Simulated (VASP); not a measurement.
Consider the following.

```
Ba
1.0
   -2.52435     2.52435     2.52435
    2.52435    -2.52435     2.52435
    2.52435     2.52435    -2.52435
Ba
1
Direct
  0.00000   0.00000   0.00000
```

Level of theory: SCAN meta-GGA, VASP's PBE PAW potentials (set 64) (plane waves; VASP). Numerical set-up: 520 eV cut-off, 12×12×12 Γ-centred mesh, tetrahedra with Blöchl corrections, potentials Ba_sv.

Unless said otherwise, spin-orbit coupling is left out, though it shifts the bands of the heavy elements here.

**Question.** What does the run give for the energy per atom (σ→0), band gap (over mesh and band path) with the smallest direct gap where there is one?

**Answer.** 
```json
{
  "band gap (over mesh and band path)": "none (metal, semimetal or under 0.01 eV)",
  "energy per atom (σ→0)": "-39540 meV/atom"
}
```

Only differences to runs with the same potentials and settings are physical.

The compound is Ba in the bcc structure. It was relaxed first.
